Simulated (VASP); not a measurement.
Input:

```
FePt
1.0
    2.69433     0.00000     0.00000
    0.00000     2.69433     0.00000
    0.00000     0.00000     3.72474
Fe Pt
1 1
Direct
  0.00000   0.00000   0.00000
  0.50000   0.50000   0.50000
```
Starting moments (μB, in the order of the record's atoms Fe Pt): 2.8 0.3.

These are vdW-DF-cx, VASP's PBE PAW potentials (set 64) (plane waves; VASP 6.6.1) values and carry that method's errors. Settings: 520 eV cut-off, Gaussian smearing of 0.050 eV, potentials Fe Pt.

**Question.** Give the spin-up energies of bands 1 to 13 at the high-symmetry points, in eV from the Fermi level.

**Answer.** 
```tsv
band	Γ	X	M	Z	R	A
1	-9.76	-6.28	-7.04	-7.94	-6.66	-6.26
2	-6.46	-4.93	-5.82	-5.88	-6.63	-4.94
3	-6.32	-4.56	-5.82	-5.81	-3.68	-4.94
4	-3.40	-4.30	-5.80	-3.56	-3.68	-4.09
5	-3.40	-3.41	-1.20	-2.88	-3.40	-3.44
6	-2.91	-3.34	-0.88	-2.54	-2.98	-3.44
7	-1.94	-2.70	-0.39	-2.18	-1.05	-2.18
8	-1.84	-2.37	-0.36	-2.18	-0.75	-1.78
9	-0.42	-2.00	-0.36	-2.13	-0.60	-0.88
10	-0.27	-1.59	0.71	-2.13	-0.51	0.71
11	-0.27	0.34	1.71	-1.65	-0.41	7.00
12	2.14	2.22	1.71	-0.76	-0.29	7.00
13	9.81	10.50	7.93	15.72	4.91	7.95
```

**Question.** Give the spin-down energies of bands 1 to 13 at the high-symmetry points, in eV from the Fermi level.

**Answer.** 
```
band      Γ      X      M      Z      R      A
----  -----  -----  -----  -----  -----  -----
1     -9.59  -6.14  -6.67  -7.84  -6.28  -6.08
2     -5.97  -4.72  -5.10  -5.67  -6.17  -4.73
3     -5.93  -4.36  -5.10  -5.34  -2.96  -4.73
4     -2.38  -3.49  -4.85  -2.66  -2.94  -2.04
5     -2.38  -2.49   1.03  -1.89  -2.24  -1.53
6     -0.86  -1.35   1.26  -1.89  -0.52  -1.39
7     -0.71  -1.25   1.63  -1.46  -0.42  -1.39
8      0.50  -0.96   1.77  -0.52  -0.38   0.70
9      1.67   0.49   1.77   0.06   0.97   1.04
10     1.72   0.72   1.81   0.46   1.51   1.81
11     1.72   2.52   1.90   0.46   1.61   7.73
12     2.37   2.65   1.90   1.43   1.62   7.73
13    10.63  11.28   8.72  16.20   5.84   8.87
```

It has no gap at this level: it comes out as a metal or semimetal.

The compound is FePt in the L1_0 structure. It was relaxed first.
